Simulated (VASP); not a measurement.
Given:

```xyz
2
Lattice="-2.9500 2.9500 1.5967 2.9500 -2.9500 1.5967 2.9500 2.9500 -1.5967" Properties=species:S:1:pos:R:3 pbc="T T T"
Sn     2.9500     0.0000     0.7983
Sn     0.0000     0.0000     0.0000
```

Calculation: PBE GGA with D3 dispersion (zero damping), VASP's PBE PAW potentials (set 64) (plane waves; VASP 6.6.1). Numerical set-up: 520 eV cut-off, Gaussian smearing of 0.050 eV, potentials Sn_d.

Unless said otherwise, spin-orbit coupling is left out, though it shifts the bands of the heavy elements here.

### Question
Estimate the band gap (along the path) with the smallest direct gap where there is one.

### Answer

| Quantity | Value |
|---|---|
| band gap (along the path) | none (metal, semimetal or under 0.01 eV) |

The compound is Sn in the beta structure. It was relaxed first.
